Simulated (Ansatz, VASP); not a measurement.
## Cross-check of PtS2 (1T-PtS2 bilayer, AA) between VASP and Ansatz

One calculation is typed for both programs; each brings its own data sets. How far apart do they land? Of the first pair: The structure shown is the start of the Ansatz relaxation below; VASP solves that cell, so the two are compared at the walk's first step.

Method: plane waves, with VASP 6.6.1 beside it; PBE with D3(BJ), in Ansatz 0.2.0.

### 1. The structure

The cell holds 6 atoms: 4 S and 2 Pt. Its edges and angles: a = 3.570 Å, b = 3.570 Å, c = 45.028 Å, α = 90.0°, β = 90.0°, γ = 120.0°. Vacuum lies along c.

### 2. Ansatz: relaxation, PBE with D3(BJ)

Ansatz runs on its default PAW (the set named soft_2) files.

The two programs are compared at the cell with which this relaxation starts, whose forces are those of its first step.

File input.yaml:

```yaml
crystal:
  lattice:
    - [3.57, 0.0, 0.0]
    - [-1.785, 3.0917106915, 0.0]
    - [0.0, 0.0, 45.0281727883]
  atoms:
    - { symbol: S, position: [0.6666666667, 0.3333333333, 0.4219580503] }
    - { symbol: Pt, position: [0.0, 0.0, 0.4443227864] }
    - { symbol: S, position: [0.3333333333, 0.6666666667, 0.4666875224] }
    - { symbol: S, position: [0.6666666667, 0.3333333333, 0.5333124776] }
    - { symbol: Pt, position: [0.0, 0.0, 0.5556772136] }
    - { symbol: S, position: [0.3333333333, 0.6666666667, 0.5780419497] }
  periodic: [true, true, false]
kpoints:
  mp_grid: { grid: [12, 12, 1] }
hamiltonian:
  xc: pbe
  dispersion: d3bj
scf:
  occupations: { method: fermi_dirac, width: 0.05 }
  convergence: { dr2_threshold: 1.0e-09 }
relax:
  f_tol: 0.004
  max_steps: 90
  cell: {}
output:
  write_potential: true
  write_density: true
  volumetric_format: npy
```

Started as:

```bash
ansatz run input.yaml --threads 2 --pin off --max-ram 3072MiB --backend cpu --events-out ev --progress --plain --runs-dir out
```

Numbers of over 12 decimals in the logs are rounded to 6 here.

The log of the run:

```text
Warning: relax.cell: scf.convergence.dr2_threshold = 1e-9 eV is looser than the 2.06926043235e-10 eV advised for a relaxation that steers and ends on the stress (1e-10 eV for each atom of the cell: 6, times the square of relax.cell.stress_2d_tol = 0.05 N/m over 17.0 Å (the atoms' height at the walk's start and 5 Å past either face), 2.936e-2 GPa, over a crystal's default 0.05). What an SCF threshold leaves in a stress goes as its square root, and in the free energy as the threshold itself, and one threshold admits the most on a small cell: [figures from the program's tests cut] Set scf.convergence.dr2_threshold to 2.06926043235e-10 eV or tighter. [rest of the remark cut]
Engine: ansatz 0.2.0, aarch64-unknown-linux-gnu
Pseudopotentials: kind: paw
Pseudopotential: S, paw, valence charge 6, recommended cutoff 420 eV (normal), S.paw.azcp
Pseudopotential: Pt, paw, valence charge 18, recommended cutoff 420 eV (normal), Pt.paw.azcp
Functional definition: PBE
  parameter kappa = 0.804
  parameter beta = 0.066725
  exchange = pbe_x(kappa = kappa, mu = beta*pi^2/3)
  correlation = pbe_c(beta = beta)
Crystal: 6 atoms, lattice volume = 496.994 Å³
Basis set: ecut = 420 eV, 9541 PW (Γ), exchange–correlation on 48×48×640 points (8 copies of the dense FFT grid, shifted against one another)
Bands: 36, of which v1, the nominal top of the filled ones, is band 30 counted from 1 (29 counted from 0)
Symmetry: 12 space group operations
Space group: P-3m1 (ITA 164), of the structure as read, at distance tolerance 7.9e-5 Å
k-points: 19 of 144
Non-local potential: S, projectors of the file, l = 0: 2, l = 1: 2, l = 2: 2
Non-local potential: Pt, projectors of the file, l = 0: 3, l = 1: 2, l = 2: 2, l = 3: 1
PAW form: soft (Blöchl's): semilocal exchange-correlation on the pseudo side does not see the compensation charge
PAW one-centre angular grid: S, 110 points (default); XC on 64 Gauss nodes
PAW one-centre angular grid: Pt, 590 points (default); XC on 64 Gauss nodes
Initial density: superposition of atomic densities (neutral atoms: chi_scale 0, normalization atom), corrected by the library's trained network
Initial wavefunctions: pseudopotential atomic-orbital guess
Functional: x = pbe(κ = 0.804, μ = 0.219515), c = pbe(β = 0.066725)
SCF iter   1: F=—  HF=-28657.201654 eV  |F-HF|=—  |Δ(HF+E_count)|=         —  Δρ=2.17e-3  dr2=4.63e-2  ethr=1.77e-3  ⟨swp⟩=19.6  Hψ=5977  notcnv=0
preconditioner: auto → Resta (q_TF=auto, 1.918 Å⁻¹)  ε∞=2.4  [insulator: Δε(μ)=1.262 eV  Ē_g=9.336 eV  σ=0.050 eV  W_gap=1.00  n_scr=26 (ndim 8)  ℏωp=11.0 eV  f_vac=0.764  D(μ)=0.00/eV (n_scr^D=0)  ε∞_Penn≈2.4  vacuum switching on, ρ_ref=6.3e-3 e/Å³]
SCF iter   2: F=—  HF=-28657.191951 eV  |F-HF|=—  |Δ(HF+E_count)|=   9.70e-3  Δρ=1.15e-3  dr2=7.25e-3  ethr=7.72e-5  ⟨swp⟩=3.8  Hψ=1802  notcnv=0  defer=14
SCF iter   3: F=—  HF=-28657.191938 eV  |F-HF|=—  |Δ(HF+E_count)|=   1.26e-5  Δρ=5.43e-4  dr2=3.30e-3  ethr=1.21e-5  ⟨swp⟩=3.1  Hψ=1519  notcnv=0  defer=14
SCF iter   4: F=—  HF=-28657.191777 eV  |F-HF|=—  |Δ(HF+E_count)|=   1.61e-4  Δρ=2.27e-4  dr2=3.85e-4  ethr=5.50e-6  ⟨swp⟩=2.5  Hψ=1063  notcnv=0  defer=14
SCF iter   5: F=—  HF=-28657.191846 eV  |F-HF|=—  |Δ(HF+E_count)|=   6.86e-5  Δρ=1.28e-4  dr2=1.39e-4  ethr=6.41e-7  ⟨swp⟩=3.1  Hψ=1292  notcnv=0  defer=14
SCF iter   6: F=—  HF=-28657.191850 eV  |F-HF|=—  |Δ(HF+E_count)|=   4.57e-6  Δρ=3.44e-5  dr2=8.40e-6  ethr=2.32e-7  ⟨swp⟩=3.1  Hψ=1231  notcnv=0  defer=14
SCF iter   7: F=—  HF=-28657.191889 eV  |F-HF|=—  |Δ(HF+E_count)|=   3.82e-5  Δρ=7.66e-6  dr2=5.54e-7  ethr=1.40e-8  ⟨swp⟩=3.7  Hψ=1633  notcnv=0  defer=14
SCF iter   8: F=—  HF=-28657.192014 eV  |F-HF|=—  |Δ(HF+E_count)|=   1.26e-4  Δρ=2.53e-6  dr2=3.96e-8  ethr=9.23e-10  ⟨swp⟩=3.5  Hψ=1513  notcnv=0  defer=14
SCF iter   9: F=—  HF=-28657.192014 eV  |F-HF|=—  |Δ(HF+E_count)|=   2.70e-9  Δρ=4.73e-7  dr2=1.40e-9  ethr=6.60e-11  ⟨swp⟩=3.6  Hψ=1632  notcnv=0  defer=14
SCF iter  10: F=-28657.192014 eV  HF=-28657.192014 eV  |F-HF|=2.36e-10  |Δ(HF+E_count)|=  5.13e-10  Δρ=1.21e-7  dr2=4.66e-11  ethr=1.67e-12  ⟨swp⟩=12.6  Hψ=6094  notcnv=0
SCF 1 converged in 10 iterations: F = -28657.192014 eV  dr2 = 4.66e-11
  greatest PAW one-centre occupation: 1.000 electrons in one spin orbital (limit 2), on the Pt atom at site 4 (counted from 0), in its partial waves of l = 0
[...]
SCF iter   6: F=—  HF=-28658.509495 eV  |F-HF|=—  |Δ(HF+E_count)|=   1.44e-7  Δρ=2.91e-6  dr2=2.39e-8  ethr=1.34e-9  ⟨swp⟩=3.3  Hψ=1414  notcnv=0
SCF iter   7: F=—  HF=-28658.509495 eV  |F-HF|=—  |Δ(HF+E_count)|=   4.89e-9  Δρ=9.69e-7  dr2=2.03e-8  ethr=3.98e-11  ⟨swp⟩=3.2  Hψ=1613  notcnv=0
SCF iter   8: F=-28658.509495 eV  HF=-28658.509495 eV  |F-HF|=2.55e-11  |Δ(HF+E_count)|=   2.25e-9  Δρ=1.59e-7  dr2=4.10e-10  ethr=1.67e-12  ⟨swp⟩=11.1  Hψ=6427  notcnv=0
SCF 6 converged in 8 iterations: F = -28658.509495 eV  dr2 = 4.10e-10
relax step   6: F+E_penalty+E_count = -28658.50949497 eV  Δ(F+E_penalty+E_count) = -3.747e-5 eV  max|allowed force component| = 4.705e-4 eV/Å  Δτ_max = 0.0049 Å  P = -0.001 N/m  Ω = 494.249 Å³  energy of the carried Pulay correction = +1.499e-4 eV  fix = [c, alpha, beta]  reactions: c -0.000 N/m  (8 SCF iters, accepted)
Initial wavefunctions: pseudopotential atomic-orbital guess (no wavefunctions were taken with the density)
iter 1 solved again at ethr=9.79e-8 eV; its pass at ethr=3.10e-3 eV (dr2=5.87e-5 eV) is discarded
SCF iter   1: F=—  HF=-28658.509343 eV  |F-HF|=—  |Δ(HF+E_count)|=         —  Δρ=4.71e-6  dr2=1.91e-8  ethr=9.79e-8  ⟨swp⟩=6.5  Hψ=9040  notcnv=0
eigensolver tolerance schedule: the retry pair's looser diagonalisation over-reported the residual by 3076.38 of it (diagonalisation noise at 0.11 of the residual, at the tolerance the schedule requests for it); recorded, not acted on — ethr = c·dr2/N_el stays at c = 1.0e-1
preconditioner: auto → Resta (q_TF=auto, 1.920 Å⁻¹)  ε∞=2.7  [insulator: Δε(μ)=0.802 eV  Ē_g=8.543 eV  σ=0.050 eV  W_gap=1.00  n_scr=26 (ndim 8)  ℏωp=11.1 eV  f_vac=0.760  D(μ)=0.00/eV (n_scr^D=0)  ε∞_Penn≈2.7  vacuum switching on, ρ_ref=5.3e-3 e/Å³]
SCF iter   2: F=—  HF=-28658.509385 eV  |F-HF|=—  |Δ(HF+E_count)|=   4.28e-5  Δρ=2.27e-6  dr2=3.96e-9  ethr=3.18e-11  ⟨swp⟩=5.2  Hψ=2489  notcnv=0
SCF iter   3: F=-28658.509385 eV  HF=-28658.509385 eV  |F-HF|=3.46e-10  |Δ(HF+E_count)|=   2.28e-9  Δρ=4.41e-7  dr2=5.49e-10  ethr=1.67e-12  ⟨swp⟩=18.7  Hψ=6575  notcnv=0
SCF 7 converged in 3 iterations: F = -28658.509385 eV  dr2 = 5.49e-10
relax step   7: F+E_penalty+E_count = -28658.50938549 eV  Δ(F+E_penalty+E_count) = +1.095e-4 eV  max|allowed force component| = 4.638e-4 eV/Å  Δτ_max = 0.0000 Å  P = -0.009 N/m  Ω = 494.249 Å³  fix = [c, alpha, beta]  reactions: c -0.000 N/m  stress off target by 8.73e-3 N/m on what of the cell is left free  SCF on the basis re-selected at this cell (its energy is not comparable with the rows above)  (3 SCF iters)
basis re-selected at this cell: Δ(F+E_penalty+E_count) = +1.095e-4 eV, ΔP = -0.008 N/m vs the last step (what re-selecting the basis moved, of the pressure what is left beyond the Pulay correction that the steps carried, after the strain that the cell walked since its last selection, with what the two solves' SCF thresholds leave and, on support functions, any second-order correction that the steps lacked; it is no m [...]
WARN: The output density's exchange-correlation potential varies sharply where the density is thin. Do not read a vacuum level from v_tot or v_xc, or from such a field of the output density. On a cell that repeats whose density bears no net charge and no dipole along the vacuum's axis use v_es (v_loc + v_h of the components); under efield.dipole_correction with no amplitude use v_es + v_field, which holds any externa [...]
SCF converged after 3 iterations
Free energy (F): -28658.509385 eV
Harris-Foulkes:  -28658.509385 eV  (|F-HF|=3.46e-10)
Internal energy: -28658.509340 eV  (E = F + TS)
E sigma→0 (E₀):  -28658.509363 eV
Entropy (-TS):   -0.000045 eV (-0.008 meV/atom)
Fermi energy:    -5.135518 eV
--- Per-component energies (eV) ---
  E_band       = -1619.840007
  E_kinetic    = 1700.492399
  E_local      = -252544.422677  (includes V_loc(G=0)·N_el)
  E_nonlocal   = 510.493515
  E_hartree    = 125132.225174
  E_xc         = -911.975885
  E_vxc        = -955.497989  (∫ρ·V_xc dr)
  E_paw        = -21307.749439  (= ΣΔE_a)
  E_vpaw       = -595.351568  (= ΣTr[D̂ρ^β])
  E_aug_tail   = 0.000378  (compensation charges beyond the density's cutoff)
  E_ewald      = 118764.559521
  E_disp       = -2.132327  (pairwise vdW)
  E_smearing   = -0.000045  (= −TS)
  E_closure    = 0.000000  (closes the sum)
  Σ components = -28658.509385   (vs F -28658.509385, Δ=0.00e0)
--- Forces (eV/Å), atoms counted from 1 ---
  atom   1  S      0.00000000    -0.00000000     0.00043068
  atom   2  Pt    -0.00000000     0.00000000     0.00046385
  atom   3  S     -0.00000000     0.00000000     0.00034139
  atom   4  S      0.00000000    -0.00000000    -0.00034139
  atom   5  Pt     0.00000000    -0.00000000    -0.00046385
  atom   6  S     -0.00000000     0.00000000    -0.00043068
  max |Σ_I F_I| component: 9.25e-18 eV/Å
--- 2D stress c σ (N/m, compression-positive) ---
       -0.008732      -0.000000      -0.000000
        0.000000      -0.008732      -0.000000
       -0.000000      -0.000000      -0.000000
  P = ½ c Tr σ = -0.0087 N/m
--- Band table (eV; the first three rows and the last of 19) ---
  k-point 0: bands = [... 26 lower, -6.8605, -6.6234, -6.6234, -5.7779, -3.4551, -3.4551, -2.9762, -2.9762, ... 2 higher]
  k-point 1: bands = [... 26 lower, -6.7483, -6.5795, -6.5285, -5.5557, -3.8276, -3.5886, -3.3923, -3.0698, ... 2 higher]
  k-point 2: bands = [... 26 lower, -6.6797, -6.5449, -6.4804, -5.6937, -4.2213, -4.0871, -3.8274, -3.2577, ... 2 higher]
  k-point 18: bands = [... 26 lower, -7.3542, -7.3542, -6.9876, -6.9876, -4.5550, -4.5550, -3.6397, -3.6397, ... 2 higher]
  the weakly bound empty levels are not read free of the cell's end (no_gap_told)
--- Relaxed structure (6 steps of the walk, 6 accepted, 1 SCFs on fresh bases) ---
  F+E_penalty+E_count = -28658.50938549 eV   max|allowed force component| = 4.638e-4 eV/Å   (the final SCF, on the basis selected at the relaxed cell)
  cell:  # Å, volume = 494.2492 Å³
    - [3.560127, 0.0, 0]
    - [-1.780064, 3.083160, 0]
    - [0, 0, 45.0281727883]
  atoms:
    - { symbol: S, position: [0.666667, 0.333333, 0.419724] }
    - { symbol: Pt, position: [0, 0, 0.447298] }
    - { symbol: S, position: [0.333333, 0.666667, 0.474167] }
    - { symbol: S, position: [0.666667, 0.333333, 0.525833] }
    - { symbol: Pt, position: [0, 0, 0.552702] }
    - { symbol: S, position: [0.333333, 0.666667, 0.580276] }
```

### 3. VASP: single point, PBE with D3(BJ), start cell, pair 1

The same cell, functional, mesh and smearing now go to VASP, with its own data sets.

Lines of VASP's logs that name or quote its potential files are left out, and so is its time.

File INCAR:

```
SYSTEM = PtS2
PREC = Accurate
ENCUT = 400
EDIFF = 1E-06
NELM = 120
ISMEAR = -1
SIGMA = 0.05
LREAL = .FALSE.
ALGO = Normal
GGA = PE
IVDW = 12
NBANDS = 28
LASPH = .TRUE.
LORBIT = 11
LWAVE = .FALSE.
LCHARG = .FALSE.
ISIF = 2
LDIPOL = .TRUE.
IDIPOL = 3
DIPOL = 0.5 0.5 0.5
LVHAR = .TRUE.
GGA_COMPAT = .FALSE.
EFERMI = MIDGAP
NELMDL = -8
KPAR = 2
```

File POSCAR:

```
PtS2
1.0
    3.5700000000      0.0000000000      0.0000000000
   -1.7850000000      3.0917110000      0.0000000000
    0.0000000000      0.0000000000     45.0281730000
S Pt
4 2
Direct
    0.6666666667      0.3333333333      0.4219580484
    0.3333333333      0.6666666667      0.4666875225
    0.6666666667      0.3333333333      0.5333124775
    0.3333333333      0.6666666667      0.5780419516
    0.0000000000      0.0000000000      0.4443227799
    0.0000000000      0.0000000000      0.5556772201
```

File KPOINTS:

```
Automatic mesh
0
Gamma
12 12 1
0 0 0
```

Potentials, in the order of the species: S and Pt (PBE family, release 64).

Started as:

```bash
mpirun -np 2 vasp_std
```

The log of the run:

```text
[banner, memory and clock lines left out]
running    2 mpi-ranks, on    1 nodes
 distrk:  each k-point on    1 cores,    2 groups
 distr:  one band on    1 cores,    1 groups

 POSCAR found type information on POSCAR S Pt
 POSCAR found :  2 types and       6 ions
 LDA part: xc-table for (Slater+PW92), standard interpolation
 POSCAR, INCAR and KPOINTS ok, starting setup
 FFT: planning ... GRIDC
 FFT: planning ... GRID_SOFT
 FFT: planning ... GRID
 WAVECAR not read
 entering main loop
       N       E                     dE             d eps       ncg     rms          rms(c)
DAV:   1     0.365862544742E+03    0.36586E+03   -0.13119E+04  1096   0.939E+02
DAV:   2     0.175588659248E+02   -0.34830E+03   -0.33663E+03  1676   0.210E+02
DAV:   3    -0.312840832354E+02   -0.48843E+02   -0.48308E+02  1344   0.903E+01
DAV:   4    -0.324861753345E+02   -0.12021E+01   -0.11885E+01  1448   0.162E+01
DAV:   5    -0.325118813985E+02   -0.25706E-01   -0.25630E-01  1424   0.237E+00
DAV:   6    -0.325126471682E+02   -0.76577E-03   -0.76555E-03  1460   0.389E-01
DAV:   7    -0.325126715877E+02   -0.24419E-04   -0.24417E-04  1460   0.646E-02
DAV:   8    -0.325126728820E+02   -0.12943E-05   -0.12940E-05  1344   0.133E-02    0.323E+01
DAV:   9    -0.299125977879E+02    0.26001E+01   -0.16296E+01  1176   0.314E+01    0.203E+01
DAV:  10    -0.297387200914E+02    0.17388E+00   -0.41680E+00  1156   0.169E+01    0.722E+00
DAV:  11    -0.295833113706E+02    0.15541E+00   -0.30135E-01  1184   0.482E+00    0.160E+00
DAV:  12    -0.295702931389E+02    0.13018E-01   -0.98018E-02  1288   0.227E+00    0.450E-01
DAV:  13    -0.295709699592E+02   -0.67682E-03   -0.65638E-03  1252   0.458E-01    0.577E-01
DAV:  14    -0.295715497176E+02   -0.57976E-03   -0.24509E-03  1216   0.393E-01    0.719E-01
[...]
DAV:  19    -0.295715338037E+02    0.23069E-03   -0.90397E-05  1156   0.382E-02    0.551E-01
DAV:  20    -0.295713080737E+02    0.22573E-03   -0.13232E-04  1228   0.461E-02    0.420E-01
DAV:  21    -0.295711416943E+02    0.16638E-03   -0.12228E-04  1172   0.446E-02    0.293E-01
DAV:  22    -0.295710647431E+02    0.76951E-04   -0.50150E-05  1312   0.287E-02    0.213E-01
DAV:  23    -0.295710202149E+02    0.44528E-04   -0.27528E-05  1192   0.217E-02    0.150E-01
DAV:  24    -0.295709788671E+02    0.41348E-04   -0.60646E-05  1168   0.318E-02    0.580E-02
DAV:  25    -0.295709736574E+02    0.52098E-05   -0.62005E-06  1368   0.106E-02    0.333E-02
DAV:  26    -0.295709730515E+02    0.60583E-06   -0.66657E-07   672   0.389E-03
   1 F= -.31637185E+02 E0= -.31637184E+02  d E =-.888395E-06
```

OUTCAR, selected parts (step 3):

```text
ion  position               nearest neighbor table
   1  0.667  0.333  0.422-   5 2.29   5 2.29   5 2.29
   2  0.333  0.667  0.467-   5 2.29   5 2.29   5 2.29
   3  0.667  0.333  0.533-   6 2.29   6 2.29   6 2.29
   4  0.333  0.667  0.578-   6 2.29   6 2.29   6 2.29
   5  0.000  0.000  0.444-   1 2.29   1 2.29   1 2.29   2 2.29   2 2.29   2 2.29
   6  0.000  0.000  0.556-   4 2.29   4 2.29   4 2.29   3 2.29   3 2.29   3 2.29

  LATTYP: Found a hexagonal cell.
 ALAT       =     3.5700000000
 C/A-ratio  =    12.6129336134

 Subroutine GETGRP returns: Found 12 space group operations
 (whereof 12 operations were pure point group operations)

The static configuration has the point symmetry D_3d.

 Found     19 irreducible k-points:

   k-points           NKPTS =     19   k-points in BZ     NKDIM =     19   number of bands    NBANDS=     28

   dimension x,y,z NGX =    24 NGY =   24 NGZ =  294
   dimension x,y,z NGXF=    48 NGYF=   48 NGZF=  588

   ENCUT  =  400.0 eV  29.40 Ry    5.42 a.u.   5.82  5.82 73.43*2*pi/ulx,y,z

   NELECT =      44.0000    total number of electrons

 k-points in reciprocal lattice and weights: Automatic mesh
   0.00000000  0.00000000  0.00000000       0.007
   0.08333333  0.00000000  0.00000000       0.042
   0.16666667  0.00000000  0.00000000       0.042
   0.25000000  0.00000000  0.00000000       0.042
   0.33333333  0.00000000  0.00000000       0.042
   0.41666667  0.00000000  0.00000000       0.042
   0.50000000  0.00000000  0.00000000       0.021
   0.08333333  0.08333333  0.00000000       0.042
   0.16666667  0.08333333  0.00000000       0.083
[...]
0.33333333  0.25000000  0.00000000       0.083
   0.33333333  0.33333333  0.00000000       0.014

 dipolmoment           0.000000      0.000000      0.000000 electrons x Angstroem

 average (electrostatic) potential at core
       1 -94.9574       2 -94.9937       3 -94.9937       4 -94.9574       5 -78.2000
       6 -78.2000

 E-fermi :  -2.3732

 k-point     1 :       0.0000    0.0000    0.0000
  band No.  band energies     occupation
    ...
     18      -4.1709      2.00000
     19      -4.1709      2.00000
     20      -4.1136      2.00000
     21      -3.9805      2.00000
     22      -3.4765      2.00000
     23       0.1629      0.00000
     24       0.1629      0.00000
     25       0.3217      0.00000
     26       0.3217      0.00000
     27       1.8229      0.00000
    ...

 k-point     2 :       0.0833    0.0000    0.0000
  band No.  band energies     occupation
    ...
     18      -4.2035      2.00000
     19      -4.1512      2.00000
     20      -3.8895      2.00000
     21      -3.6836      2.00000
     22      -3.2045      2.00000
     23      -0.3854      0.00000
     24      -0.1817      0.00000
     25      -0.0255      0.00000
     26       0.1513      0.00000
     27       2.0519      0.00000
    ...

 k-point     3 :       0.1667    0.0000    0.0000
  band No.  band energies     occupation
    ...
     18      -4.2066      2.00000
     19      -4.1477      2.00000
     20      -3.6291      2.00000
     21      -3.6219      2.00000
     22      -3.0695      2.00000
     23      -1.2548      0.00000
     24      -1.0835      0.00000
     25      -0.3324      0.00000
     26      -0.1361      0.00000
     27       2.4572      0.00000
    ...

 Edisp (eV)   -2.06621

  Total      12.89150    12.89151    11.22875    -0.00000    -0.00000     0.00000
  in kB      41.55877    41.55878    36.19850    -0.00000    -0.00000     0.00000
  external pressure =       39.77 kB  Pullay stress =        0.00 kB

  energy-cutoff  :      400.00
  volume of cell :      496.99
      direct lattice vectors                 reciprocal lattice vectors
     3.570000000  0.000000000  0.000000000     0.280112045  0.161722748  0.000000000
    -1.785000000  3.091711000  0.000000000     0.000000000  0.323445497  0.000000000
     0.000000000  0.000000000 45.028173000     0.000000000  0.000000000  0.022208318

 POSITION                                       TOTAL-FORCE (eV/Angst)
 -----------------------------------------------------------------------------------
      1.78500      1.03057     19.00000        -0.000000     -0.000000     -3.038376
     -0.00000      2.06114     21.01409        -0.000000      0.000000      3.043947
      1.78500      1.03057     24.01409         0.000000     -0.000000     -3.043947
     -0.00000      2.06114     26.02817        -0.000000      0.000000      3.038376
      0.00000      0.00000     20.00704         0.000000      0.000000      0.183624
      0.00000      0.00000     25.02113         0.000000      0.000000     -0.183624
 -----------------------------------------------------------------------------------
    total drift:                                0.000000     -0.000000      0.000000

  FREE ENERGIE OF THE ION-ELECTRON SYSTEM (eV)
  ---------------------------------------------------
  free  energy   TOTEN  =       -31.6371845921 eV

  energy  without entropy=      -31.6371837037  energy(sigma->0) =      -31.63718415

 vacuum level on the upper side and lower side of the slab         2.719         2.719

 total charge
# of ion       s       p       d       tot
------------------------------------------
    1        1.356   2.348   0.000   3.705
    2        1.358   2.344   0.000   3.702
    3        1.358   2.344   0.000   3.702
    4        1.356   2.348   0.000   3.705
    5        0.769   0.973   8.097   9.840
    6        0.769   0.973   8.097   9.840
--------------------------------------------------
tot          6.966  11.332  16.195  34.492

[... 3 further parts left out ...]
```

The gap is read on the k-mesh alone, so it is an upper bound where the band edges lie off the mesh.

(Part 1 of 2 ends here.)

[Lines on the potential files, build, host, timing and source positions are cut from VASP's logs without a mark.]

[Logs are printed without paths, hosts, clocks, repeated set-up lines and the standing remarks that a program may print on its own settings, such as how far it seeks lower states.]

[Hosts, paths, dates, database ids (printed as entryN), source tags and the programs' standing remarks are cut or masked in the printed files.]
